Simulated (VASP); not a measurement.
VASP runs on SnO (space group P4/nmm) share one base input (PBE GGA, plane waves, VASP's PBE PAW potentials (set 64)) and change the settings named in each case.

INCAR:
```
# general
SYSTEM  = SnO
PREC    = Accurate
ENCUT   = 400   # plane-wave cut-off (eV)
LREAL   = F
LASPH   = T   # aspherical one-centre terms

# electronic loop
EDIFF   = 1E-6   # SCF stop (eV)
NELM    = 100   # most electronic steps
ALGO    = Normal   # blocked Davidson
LMAXMIX = 4

# smearing
ISMEAR  = -1
SIGMA   = 0.01

# functional
GGA     = PE   # PBE

# ions
ISIF    = 2   # forces and stress, cell fixed

# output
LWAVE   = F
LCHARG  = F
```

**POSCAR**
```
SnO
9.680
  0.3925619835   0.0000000000   0.0000000000
  0.0000000000   0.3925619835   0.0000000000
  0.0000000000   0.0000000000   0.5000000000
Sn O
2 2
Direct
  0.5000000000   0.0000000000   0.7620000000
  0.0000000000   0.5000000000   0.2380000000
  0.5000000000   0.5000000000   0.0000000000
  0.0000000000   0.0000000000   0.0000000000
```

### KPOINTS
```
Automatic mesh
0
Gamma
5 5 4
0 0 0
```

POTCAR, in this order: Sn_d O (PBE.64 set). Program: vasp_std.

```json
[
 {"change": "base run", "E(σ→0) (eV/atom)": "-5.6753", "pressure (GPa)": "1.90", "largest force (eV/Å)": "0.463"},
 {"change": "GGA removed, POTCAR Sn_d O (LDA.64 set)", "E(σ→0) (eV/atom)": "-6.4364", "pressure (GPa)": "-5.06", "largest force (eV/Å)": "0.121"},
 {"change": "GGA_COMPAT = .FALSE., LNONCOLLINEAR = .TRUE., LSORBIT = .TRUE., MAGMOM = 0.0 0.0 0.0 0.0 0.0 0.0 0.0 0.0 0.0 0.0 0.0 0.0, program vasp_ncl", "E(σ→0) (eV/atom)": "-5.6944", "pressure (GPa)": "1.86", "largest force (eV/Å)": "0.465"},
 {"change": "KPOINTS 3×3×2 Γ-centred mesh", "E(σ→0) (eV/atom)": "-5.6777", "pressure (GPa)": "1.78", "largest force (eV/Å)": "0.512"}
]
```
 Energies of different potentials or functionals have different zeros.  Unless said otherwise, spin-orbit coupling is left out, though it shifts the bands of the heavy elements here. At 400 eV the pressure can carry a Pulay error.

Left out are runs that ran out of time, are held back, or changed the cell or the kind of run, fixed moments of cells without a moment, rows past the twelfth, gaps on odd meshes, pressures of charged cells and columns that move by less than the noise.

The structure is a typed SnO crystal (P4/nmm). The cell was not relaxed at this level, forces remain on its atoms.
